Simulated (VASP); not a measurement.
Output of a VASP run:

**OUTCAR**
```
 ion  position               nearest neighbor table
   1  0.000  0.000  0.000-
  LATTYP: Found a body centered cubic cell.
 ALAT       =     3.0282716566
 Subroutine PRICEL returns:
 Original cell was already a primitive cell.
 Subroutine GETGRP returns: Found 48 space group operations
The static configuration has the point symmetry O_h .
The dynamic configuration has the point symmetry O_h .
 Subroutine INISYM returns: Found 48 space group operations
 Subroutine IBZKPT returns following result:
 Found    165 irreducible k-points:

 Following reciprocal coordinates:
            Coordinates               Weight
  0.000000  0.000000  0.000000      1.000000
  0.058824  0.000000  0.000000     12.000000
  0.117647  0.000000  0.000000     12.000000
  0.176471  0.000000  0.000000     12.000000
  0.235294  0.000000  0.000000     12.000000
  0.294118  0.000000  0.000000     12.000000
  0.352941  0.000000  0.000000     12.000000
  0.411765  0.000000  0.000000     12.000000
  0.470588  0.000000  0.000000     12.000000
  0.058824  0.058824  0.000000     24.000000
  0.117647  0.058824  0.000000     48.000000
  0.176471  0.058824 -0.000000     48.000000
  0.235294  0.058824  0.000000     48.000000
  0.294118  0.058824  0.000000     48.000000
  0.352941  0.058824  0.000000     48.000000
  0.411765  0.058824  0.000000     48.000000
  0.470588  0.058824  0.000000     24.000000
  0.117647  0.117647  0.000000     24.000000
  0.176471  0.117647  0.000000     48.000000
  0.235294  0.117647 -0.000000     48.000000
  0.294118  0.117647 -0.000000     48.000000
  0.352941  0.117647  0.000000     48.000000
  0.411765  0.117647  0.000000     48.000000
  0.176471  0.176471  0.000000     24.000000
  0.235294  0.176471  0.000000     48.000000
  0.294118  0.176471 -0.000000     48.000000
  0.352941  0.176471  0.000000     48.000000
  0.411765  0.176471  0.000000     24.000000
  0.235294  0.235294  0.000000     24.000000
  0.294118  0.235294 -0.000000     48.000000
  0.352941  0.235294  0.000000     48.000000
  0.294118  0.294118  0.000000     24.000000
  0.352941  0.294118  0.000000     24.000000
  0.058824  0.058824  0.058824      8.000000
  0.117647  0.058824  0.058824     24.000000
  0.176471  0.058824  0.058824     24.000000
  0.235294  0.058824  0.058824     24.000000
  0.294118  0.058824  0.058824     24.000000
  0.352941  0.058824  0.058824     24.000000
  0.411765  0.058824  0.058824     24.000000
   k-points           NKPTS =    165   k-points in BZ     NKDIM =    165   number of bands    NBANDS=     11
   number of dos      NEDOS =    301   number of ions     NIONS =      1
   total plane-waves  NPLWV =   8000
   dimension x,y,z NGX =    20 NGY =   20 NGZ =   20
   dimension x,y,z NGXF=    40 NGYF=   40 NGZF=   40
   ions per type =               1
   PREC   = accura    normal or accurate (medium, high low for compatibility)
   ISTART =      0    job   : 0-new  1-cont  2-samecut
   ICHARG =      2    charge: 1-file 2-atom 10-const
   ISPIN  =      1    spin polarized calculation?
   LNONCOLLINEAR =      F non collinear calculations
   LSORBIT =      F    spin-orbit coupling
   INIWAV =      1    electr: 0-lowe 1-rand  2-diag
   ENCUT  =  500.0 eV  36.75 Ry    6.06 a.u.   4.78  4.78  4.78*2*pi/ulx,y,z
   NELM   =    100;   NELMIN=  2; NELMDL= -5     # of ELM steps
   EDIFF  = 0.1E-05   stopping-criterion for ELM
   LREAL  =      F    real-space projection
   NLSPLINE    = F    spline interpolate recip. space projectors
   LMAXMIX     =    4 max onsite mixed and CHGCAR
   VOSKOWN=      0    Vosko Wilk Nusair interpolation
   EDIFFG = -.2E-01   stopping-criterion for IOM
   NSW    =     40    number of steps for IOM
   NBLOCK =      1;   KBLOCK =     40    inner block; outer block
   IBRION =      2    ionic relax: 0-MD 1-quasi-New 2-CG
   NFREE  =      1    steps in history (QN), initial steepest desc. (CG)
...
```

### OSZICAR
```
       N       E                     dE             d eps       ncg     rms          rms(c)
DAV:   1     0.898145831376E+02    0.89815E+02   -0.81925E+03  3646   0.129E+03
DAV:   2    -0.997181644941E+01   -0.99786E+02   -0.96405E+02  3948   0.342E+02
DAV:   3    -0.112424996152E+02   -0.12707E+01   -0.12637E+01  4136   0.387E+01
DAV:   4    -0.112455010649E+02   -0.30014E-02   -0.30013E-02  4039   0.223E+00
DAV:   5    -0.112455154646E+02   -0.14400E-04   -0.14400E-04  4166   0.150E-01    0.193E+01
DAV:   6    -0.107786603309E+02    0.46686E+00   -0.75263E-01  3846   0.110E+01    0.661E+00
DAV:   7    -0.106979369290E+02    0.80723E-01   -0.21196E-01  4158   0.550E+00    0.753E-01
DAV:   8    -0.106941765949E+02    0.37603E-02   -0.36396E-03  3813   0.891E-01    0.162E-01
DAV:   9    -0.106942250950E+02   -0.48500E-04   -0.54474E-05  4231   0.100E-01    0.862E-02
DAV:  10    -0.106942316037E+02   -0.65087E-05   -0.11037E-05  3933   0.457E-02    0.789E-03
DAV:  11    -0.106942320746E+02   -0.47090E-06   -0.65498E-08  2259   0.320E-03
   1 F= -.67943055E+01 E0= -.67942920E+01  d E =-.679431E+01
```

File OUTCAR:
```
------------------------ aborting loop because EDIFF is reached ----------------------------------------
  FORCE on cell =-STRESS in cart. coord.  units (eV):
  Direction    XX          YY          ZZ          XY          YZ          ZX
  --------------------------------------------------------------------------------------
  Total        3.8899824      3.8899824      3.8899824     -0.0000000     -0.0000000      0.0000000
  in kB      448.8525773    448.8525773    448.8525773     -0.0000000     -0.0000000      0.0000000
  external PRESSURE =      -1.1474227 kB  Pullay stress =     450.0000000 kB
  volume of cell :       13.89
      direct lattice vectors                 reciprocal lattice vectors
    -1.514135828  1.514135828  1.514135828     0.000000000  0.330221365  0.330221365
     1.514135828 -1.514135828  1.514135828     0.330221365  0.000000000  0.330221365
     1.514135828  1.514135828 -1.514135828     0.330221365  0.330221365  0.000000000
 POSITION                                       TOTAL-FORCE (eV/Angst)
 -----------------------------------------------------------------------------------
      0.00000      0.00000      0.00000        -0.000000     -0.000000     -0.000000
 -----------------------------------------------------------------------------------
    total drift:                                0.000000     -0.000000      0.000000
  FREE ENERGIE OF THE ION-ELECTRON SYSTEM (eV)
  ---------------------------------------------------
  free  energy   TOTEN  =       -10.6942320746 eV

  energy  without entropy=      -10.6941916217  energy(sigma->0) =      -10.69421859
  enthalpy is  TOTEN    =        -6.7943054956 eV   P V=        3.8999265790

 reached required accuracy - stopping structural energy minimisation
```
(Selected blocks of OUTCAR.)

POSCAR:
```
Mo
1
   -1.5141358283     1.5141358283     1.5141358283
    1.5141358283    -1.5141358283     1.5141358283
    1.5141358283     1.5141358283    -1.5141358283
Mo
1
Direct
  1.0000000000   0.0000000000   0.0000000000
```

Question: Write an INCAR and KPOINTS that could have produced this output.

Answer: Several could match; the one computed here: the input of the run itself, PBE GGA, plane waves, VASP's PBE PAW potentials (set 64).

INCAR:
```
SYSTEM=Mo
PREC=Accurate; ENCUT=500; LREAL=.FALSE.
LASPH=.TRUE.
EDIFF=1E-6; NELM=100; ALGO=Normal
LMAXMIX=4
ISMEAR=1; SIGMA=0.1
GGA=PE
IBRION=2; NSW=40; ISIF=3
EDIFFG=-0.02; PSTRESS=450
LWAVE=.FALSE.; LCHARG=.FALSE.
```

### KPOINTS
```
Automatic
0
G
  17 17 17
0 0 0
```

POTCAR, in this order: Mo_sv (PBE.64 set). Program: vasp_std.

The compound is Mo in the bcc structure. It was relaxed first under an external pressure of 45 GPa.
